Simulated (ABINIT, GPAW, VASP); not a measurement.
**Ta3N: programs and potentials compared**

```xyz
4
Lattice="3.0322 0.0000 0.0000 -1.5161 2.6260 0.0000 0.0000 0.0000 7.5241" Properties=species:S:1:pos:R:3 pbc="T T T"
Ta    1.5241    0.9239    6.1879
Ta    0.0463    1.7460    1.3204
Ta   -0.0027    0.0017    3.7259
N    -0.0347    0.0406   -0.0509
```

The cell comes from a database or a generator and needn't be the stable form of this composition.

Atoms were shifted at random by some hundredths of an Å from the given cell, which wasn't relaxed again for these runs.

Alike in all runs: task single point; functional PBE; k mesh 10 × 10 × 4; occupations fermi-dirac, width 0.05 eV; no spin polarisation; no spin-orbit coupling. A missing gap at this level doesn't show that the real crystal is a metal. Pressure is positive in compression and, in plane waves, holds the error of the finite cutoff.

```csv
program and potentials,plane-wave cutoff (eV),notes,band gap (eV),pressure (GPa),largest force (eV/Å)
"ABINIT, JTH PAW PBE v2.0",707,11 valence electrons an atom on average,no gap,-1.01,0.960
"GPAW, GPAW PAW data sets (gpaw-data 1.2.1)",800,11 valence electrons an atom on average,?,?,?
"VASP, PBE PAW files N, Ta_pv, 520 eV",520,9.5 valence electrons an atom on average,no gap,-0.58,0.919
```

Q: Estimate from the other rows what the run with GPAW, GPAW PAW data sets (gpaw-data 1.2.1) gave.

A: No band gap; pressure -0.74 GPa; largest force 0.942 eV/Å. The other rows, which needn't bracket it: pressure -1.01 to -0.58; largest force 0.919 to 0.960.
